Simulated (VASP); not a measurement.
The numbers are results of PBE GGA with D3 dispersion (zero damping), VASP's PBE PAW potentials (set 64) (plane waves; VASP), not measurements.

Input for VASP

**INCAR**
```
# general
SYSTEM  = TiCo
PREC    = Accurate
ENCUT   = 520
LREAL   = .FALSE.
LASPH   = .TRUE.

# electronic loop
EDIFF   = 1E-6
NELM    = 100
ALGO    = Normal
LMAXMIX = 4

# smearing
ISMEAR  = 1
SIGMA   = 0.1

# functional
GGA     = PE
IVDW    = 11

# ions
IBRION  = 2
NSW     = 60
ISIF    = 3
EDIFFG  = -0.01

# output
LWAVE   = .FALSE.
LCHARG  = .FALSE.
```

POSCAR:
```
TiCo
1
    2.9354615441     0.0000000000    -0.0000000000
   -0.0000000000     2.9354615441    -0.0000000000
    0.0000000000     0.0000000000     2.9354615441
Ti Co
1 1
Direct
  0.0000000000   0.0000000000   0.0000000000
  0.5000000000   0.5000000000   0.5000000000
```

KPOINTS:
```
Automatic mesh
0
Gamma
11 11 11
0 0 0
```

POTCAR, in this order: Ti_sv Co (PBE.64 set). Program: vasp_std.

Output

File OUTCAR:
```
 ion  position               nearest neighbor table
   1  0.000  0.000  0.000-   2 2.54   2 2.54   2 2.54   2 2.54   2 2.54   2 2.54   2 2.54   2 2.54
  LATTYP: Found a simple cubic cell.
 ALAT       =     2.9354615441
 Subroutine PRICEL returns:
 Original cell was already a primitive cell.
 Subroutine GETGRP returns: Found 48 space group operations
The static configuration has the point symmetry O_h .
The dynamic configuration has the point symmetry O_h .
 Subroutine INISYM returns: Found 48 space group operations
 Subroutine IBZKPT returns following result:
 Found     56 irreducible k-points:

 Following reciprocal coordinates:
            Coordinates               Weight
  0.000000  0.000000  0.000000      1.000000
  0.090909  0.000000  0.000000      6.000000
  0.181818  0.000000  0.000000      6.000000
  0.272727  0.000000  0.000000      6.000000
  0.363636  0.000000  0.000000      6.000000
  0.454545  0.000000  0.000000      6.000000
  0.090909  0.090909  0.000000     12.000000
  0.181818  0.090909  0.000000     24.000000
  0.272727  0.090909  0.000000     24.000000
  0.363636  0.090909  0.000000     24.000000
...
```

OSZICAR:
```
       N       E                     dE             d eps       ncg     rms          rms(c)
DAV:   1     0.151236060064E+03    0.15124E+03   -0.10497E+04  1576   0.188E+03
DAV:   2    -0.862077328096E+01   -0.15986E+03   -0.15728E+03  1586   0.408E+02
DAV:   3    -0.175676329108E+02   -0.89469E+01   -0.88887E+01  2500   0.106E+02
DAV:   4    -0.178266209847E+02   -0.25899E+00   -0.25771E+00  1968   0.151E+01
DAV:   5    -0.178358087557E+02   -0.91878E-02   -0.91876E-02  2258   0.255E+00    0.138E+01
DAV:   6    -0.161084170607E+02    0.17274E+01   -0.13315E+01  1832   0.562E+01    0.681E+00
DAV:   7    -0.181542210616E+02   -0.20458E+01   -0.26188E+01  2586   0.514E+01    0.216E+01
DAV:   8    -0.156024568531E+02    0.25518E+01   -0.15226E+01  2342   0.388E+01    0.172E+00
DAV:   9    -0.156406533927E+02   -0.38197E-01   -0.32633E-01  2214   0.571E+00    0.196E+00
DAV:  10    -0.156222094480E+02    0.18444E-01   -0.95522E-02  2362   0.385E+00    0.501E-01
DAV:  11    -0.156206856397E+02    0.15238E-02   -0.61387E-03  2038   0.898E-01    0.286E-01
DAV:  12    -0.156200144904E+02    0.67115E-03   -0.29146E-03  2218   0.471E-01    0.467E-02
DAV:  13    -0.156200022674E+02    0.12223E-04   -0.92855E-05  1684   0.110E-01    0.310E-02
DAV:  14    -0.156199971337E+02    0.51337E-05   -0.39715E-05  2466   0.601E-02    0.303E-03
DAV:  15    -0.156199970570E+02    0.76664E-07   -0.71283E-07   974   0.107E-02
   1 F= -.16515742E+02 E0= -.16515930E+02  d E =-.165157E+02
```

### OUTCAR
```
------------------------ aborting loop because EDIFF is reached ----------------------------------------
 Edisp (eV)   -0.89574
  FORCE on cell =-STRESS in cart. coord.  units (eV):
  Direction    XX          YY          ZZ          XY          YZ          ZX
  --------------------------------------------------------------------------------------
  Total      -0.01924    -0.01924    -0.01924     0.00000    -0.00000    -0.00000
  in kB      -1.21861    -1.21861    -1.21861     0.00000    -0.00000    -0.00000
  external pressure =       -1.22 kB  Pullay stress =        0.00 kB
  volume of cell :       25.29
      direct lattice vectors                 reciprocal lattice vectors
     2.935461544  0.000000000  0.000000000     0.340661932  0.000000000  0.000000000
     0.000000000  2.935461544  0.000000000     0.000000000  0.340661932  0.000000000
     0.000000000  0.000000000  2.935461544     0.000000000  0.000000000  0.340661932
 POSITION                                       TOTAL-FORCE (eV/Angst)
 -----------------------------------------------------------------------------------
      0.00000      0.00000      0.00000         0.000000      0.000000      0.000000
      1.46773      1.46773      1.46773         0.000000      0.000000      0.000000
 -----------------------------------------------------------------------------------
    total drift:                                0.000000      0.000000     -0.000000
  FREE ENERGIE OF THE ION-ELECTRON SYSTEM (eV)
  ---------------------------------------------------
  free  energy   TOTEN  =       -16.5157419940 eV

  energy  without entropy=      -16.5163057267  energy(sigma->0) =      -16.51592990

 reached required accuracy - stopping structural energy minimisation
```
(Selected blocks of OUTCAR.)

The compound is TiCo in the CsCl type structure. It was relaxed first, which changed the volume by -5 %. The start is the result of an earlier pass. The run is not spin-polarised, so no magnetic state was tried. The electron count is odd and the run is not spin-polarised, which forces a metal.
